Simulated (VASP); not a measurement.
An input for Ansatz (written as the equivalent of a VASP run, and not itself run):

Ansatz 0.2 input:
```yaml
crystal:
  lattice:
    - [4.8280640, 0.0000000, 0.0000000]
    - [-4.8280640, 4.8280640, 0.0000000]
    - [0.0000000, 0.0000000, 16.8305230]
  atoms:
    - { symbol: Mg, position: [0.5000000, 0.0000000, 0.3493710] }
    - { symbol: Mg, position: [0.5000000, 0.5000000, 0.3493710] }
    - { symbol: Mg, position: [0.5000000, 0.5000000, 0.1485400] }
    - { symbol: Mg, position: [0.5000000, 0.0000000, 0.1485400] }
    - { symbol: Mg, position: [0.5000000, 0.0000000, 0.7510410] }
    - { symbol: Mg, position: [0.5000000, 0.5000000, 0.7510410] }
    - { symbol: Mg, position: [0.5000000, 0.5000000, 0.5502090] }
    - { symbol: Mg, position: [0.5000000, 0.0000000, 0.5502090] }
    - { symbol: Sn, position: [0.0000000, 0.0000000, 0.4497910] }
    - { symbol: Sn, position: [0.0000000, 0.5000000, 0.2489530] }
    - { symbol: Sn, position: [0.0000000, 0.0000000, 0.8514600] }
    - { symbol: Sn, position: [0.0000000, 0.5000000, 0.6506290] }
kpoints:
  mp_grid: { grid: [5, 5, 1] }
hamiltonian:
  xc: lda
  pseudopotentials: { kind: paw }
scf:
  occupations: { method: fermi_dirac, width: 0.1 }
  max_iter: 100
output: { forces: true, stress: true, eigenvalues: true }
```

**Question.** Translate this input to VASP (INCAR, KPOINTS, POSCAR, choice of POTCAR).

**Answer.** Several could match; the one computed here: 
**INCAR**
```
# general
SYSTEM  = Mg2Sn
PREC    = Accurate
ENCUT   = 300
LREAL   = .FALSE.
LASPH   = .TRUE.

# electronic loop
EDIFF   = 1E-6
NELM    = 100
ALGO    = Normal
LMAXMIX = 4

# smearing
ISMEAR  = -1
SIGMA   = 0.1

# ions
ISIF    = 2

# output
LWAVE   = .FALSE.
LCHARG  = .FALSE.
```

File KPOINTS:
```
Automatic mesh
0
Gamma
5 5 1
0 0 0
```

### POSCAR
```
Mg2Sn
1
    4.8280640000     0.0000000000     0.0000000000
   -4.8280640000     4.8280640000     0.0000000000
    0.0000000000     0.0000000000    16.8305230000
Mg Sn
8 4
Direct
  0.5000000000   0.0000000000   0.3493710000
  0.5000000000   0.5000000000   0.3493710000
  0.5000000000   0.5000000000   0.1485400000
  0.5000000000   0.0000000000   0.1485400000
  0.5000000000   0.0000000000   0.7510410000
  0.5000000000   0.5000000000   0.7510410000
  0.5000000000   0.5000000000   0.5502090000
  0.5000000000   0.0000000000   0.5502090000
  0.0000000000   0.0000000000   0.4497910000
  0.0000000000   0.5000000000   0.2489530000
  0.0000000000   0.0000000000   0.8514600000
  0.0000000000   0.5000000000   0.6506290000
```

POTCAR, in this order: Mg Sn_d (LDA.64 set). Program: vasp_std.

What does not carry over: each code has its own PAW files, so the cut-off isn't converted (ENCUT is set for VASP's; basis.ecutwfc is left out, and Ansatz then takes the one that its files recommend); Ansatz stops its SCF on the density residual and VASP on the energy change (EDIFF); Ansatz's lda is the Perdew-Wang form, while the LDA potentials of VASP carry Perdew-Zunger's.

The cell is a sheet with vacuum, built from a database entry that may be metastable or hypothetical.
